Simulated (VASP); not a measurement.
BePtBr2:

```
Be Pt Br
1.0
     3.75864    0.00000    0.00000
    -1.87932    3.25508    0.00000
     0.00000    0.00000    6.15616
Be Pt Br
1 1 2
Direct
  0.00000 0.00000 0.50000
  0.00000 0.00000 0.00000
  0.33333 0.66667 0.70294
  0.66667 0.33333 0.29706
```

The cell was built by a generator and needn't be a form met in nature.

| Item | Value |
| --- | --- |
| Program | VASP 6.6.1 |
| Task | relaxation of cell and atoms |
| Functional | PBE |
| Potentials or basis | VASP PAW PBE potentials, release 64 (Be, Pt, Br) |
| Cutoff | 600 eV |
| k mesh | 6 × 6 × 4 |
| Occupations | gaussian, width 0.1 eV |
| Spin | no spin polarisation |

At the start: pressure 1.7 GPa; volume 18.83 Å³/atom.

**Question.** Where does the relaxation end?

**Answer.** Over 35 steps the energy falls by 251.8 meV/atom and the volume is 20.54 Å³/atom (+9.1 %); space group P-3m1 (No. 164, to 0.05 Å).

Step by step:
| step | energy change (eV) | largest force (eV/Å) | pressure (GPa) | volume (Å³) |
| --- | --- | --- | --- | --- |
| 1 | 0.0000 | 0.4857 | 1.72 | 75.32 |
| 2 | -0.0298 | 0.2625 | -0.39 | 77.54 |
| 3 | -0.0311 | 0.2117 | -0.87 | 78.13 |
| 4 | -0.0420 | 0.0881 | -0.49 | 77.46 |
| 5 | -0.0474 | 0.0666 | 0.07 | 76.67 |
| 6 | -0.0475 | 0.0892 | 0.17 | 76.56 |
| 7 | -0.0548 | 0.1650 | 0.06 | 76.51 |
| 8 | -0.0889 | 0.4096 | -0.20 | 76.29 |
| 9 | -0.1799 | 0.9633 | -0.45 | 75.55 |
| 10 | -0.1304 | 1.8757 | 0.53 | 73.00 |
| 11 | -0.2162 | 1.3253 | -0.39 | 74.92 |
| 12 | -0.2213 | 1.5645 | -0.23 | 74.28 |
| 13 | -0.2235 | 1.4819 | -0.30 | 74.53 |
| 14 | -0.2241 | 1.4873 | -0.31 | 74.52 |
| 15 | -0.2258 | 1.5044 | -0.35 | 74.51 |
| 16 | -0.2282 | 1.5373 | -0.41 | 74.48 |
| 17 | -0.2294 | 1.5992 | -0.50 | 74.40 |
| 18 | -0.2328 | 1.5974 | -0.51 | 74.39 |
| 19 | -0.2430 | 1.5921 | -0.53 | 74.36 |
| 20 | -0.2633 | 1.5815 | -0.57 | 74.29 |
| 21 | -0.3031 | 1.5582 | -0.64 | 74.16 |
| 22 | -0.3801 | 1.5084 | -0.68 | 73.88 |
| 23 | -0.5213 | 1.4039 | -0.45 | 73.30 |
| 24 | -0.7436 | 1.1347 | 1.19 | 72.03 |
| 25 | -0.7020 | 0.1056 | 9.80 | 69.09 |
| 26 | -0.8349 | 0.6266 | 4.15 | 70.78 |
| 27 | -0.9513 | 0.3274 | 1.57 | 74.19 |
| 28 | -0.9844 | 0.0385 | -0.18 | 77.65 |
| 29 | -0.9845 | 0.0512 | -0.11 | 77.49 |
| 30 | -0.9893 | 0.0508 | -0.09 | 77.82 |
| 31 | -0.9992 | 0.0466 | -0.01 | 78.77 |
| 32 | -1.0053 | 0.0233 | 0.43 | 80.62 |
| 33 | -1.0061 | 0.0686 | -0.51 | 82.94 |
| 34 | -1.0069 | 0.0489 | -0.11 | 81.95 |
| 35 | -1.0071 | 0.0347 | 0.02 | 82.18 |

Final structure:
```yaml
crystal:
  lattice:
    - [3.24554, 0.00000, 0.00000]
    - [-1.62277, 2.81072, 0.00000]
    - [0.00000, 0.00000, 9.00844]
  atoms:
    - { symbol: Be, position: [0.00000, 0.00000, 0.50000] }
    - { symbol: Pt, position: [0.00000, 0.00000, 0.00000] }
    - { symbol: Br, position: [0.33333, 0.66667, 0.65698] }
    - { symbol: Br, position: [0.66667, 0.33333, 0.34302] }
```

Caveat: this functional lacks dispersion, which binds the layers, so the pressure and a relaxed spacing across them are unreliable.
